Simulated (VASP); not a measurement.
An input for Quantum ESPRESSO's pw.x (written as the equivalent of a VASP run, and not itself run):

```
&CONTROL
  calculation = 'scf'
  pseudo_dir = './pseudo'
  outdir = './out'
  tprnfor = .true.
  tstress = .true.
/
&SYSTEM
  ibrav = 0
  nat = 2
  ntyp = 2
  ecutwfc = 102
  occupations = 'smearing'
  smearing = 'gaussian'
  degauss = 0.003675
  input_dft = 'pbe'
  vdw_corr = 'grimme-d3'
  dftd3_version = 4
  dftd3_threebody = .false.
/
&ELECTRONS
  conv_thr = 7.3e-09
  electron_maxstep = 100
/
ATOMIC_SPECIES
  Cd 112.414 Cd.upf
  Te 127.600 Te.upf
CELL_PARAMETERS angstrom
     0.0000000    3.3260563    3.3260563
     3.3260563    0.0000000    3.3260563
     3.3260563    3.3260563    0.0000000
ATOMIC_POSITIONS crystal
  Cd   0.0000000  0.0000000  0.0000000
  Te   0.2500000  0.2500000  0.2500000
K_POINTS automatic
  7 7 7 0 0 0
```

Question: Translate this input to VASP (INCAR, KPOINTS, POSCAR, choice of POTCAR).

Answer: One answer among several that fit: 
### INCAR
```
SYSTEM  =  CdTe
PREC  =  Accurate; ENCUT  =  520; LREAL  =  F
LASPH  =  T
EDIFF  =  1E-7; NELM  =  100; ALGO  =  Normal
LMAXMIX  =  4
ISMEAR  =  0; SIGMA  =  0.05
GGA  =  PE; IVDW  =  12
ISIF  =  2
LWAVE  =  F; LCHARG  =  F
```

KPOINTS:
```
K-points
0
G
  7 7 7
0 0 0
```

**POSCAR**
```
CdTe
1.0
  0.0000000000   3.3260562561   3.3260562561
  3.3260562561   0.0000000000   3.3260562561
  3.3260562561   3.3260562561   0.0000000000
Cd Te
1 1
Cart
  0.0000000000   0.0000000000   0.0000000000
  1.6630281281   1.6630281281   1.6630281281
```

POTCAR, in this order: Cd Te (PBE.64 set). Program: vasp_std.

What does not carry over: the potentials are each code's own (VASP's PAW set, PseudoDojo norm-conserving files in pw.x), so ENCUT and ecutwfc are chosen apart and not converted; conv_thr bounds pw.x's estimated SCF error, while EDIFF bounds the energy change between steps.

The compound is CdTe in the zinc blende structure. This cell is one point of a volume scan, at 1.06 of the reference volume.
